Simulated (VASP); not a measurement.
Data:

```yaml
crystal:
  lattice:
    - [0.00000, 3.23000, 3.23000]
    - [3.23000, 0.00000, 3.23000]
    - [3.23000, 3.23000, 0.00000]
  atoms:
    - { symbol: Te, position: [0.50000, 0.50000, 0.50000] }
    - { symbol: Pb, position: [0.00000, 0.00000, 0.00000] }
```

Level of theory: PBE GGA, VASP's PBE PAW potentials (set 64) (plane waves; VASP 6.6.1). Run with 400 eV cut-off, 9×9×9 Monkhorst-Pack mesh, Gaussian smearing of 0.050 eV, potentials Te Pb_d.

Question: What does the run give for the energy per atom (σ→0), pressure?

Answer: 
The energy per atom (σ→0) is -3.750 eV/atom and the pressure is 21.0 kbar.

The compound is PbTe in the rock salt structure. The cell was not relaxed at this level. The run is one of a series of settings (KPOINTS 9×9×9 Monkhorst-Pack mesh against the base run), some of them coarse on purpose.
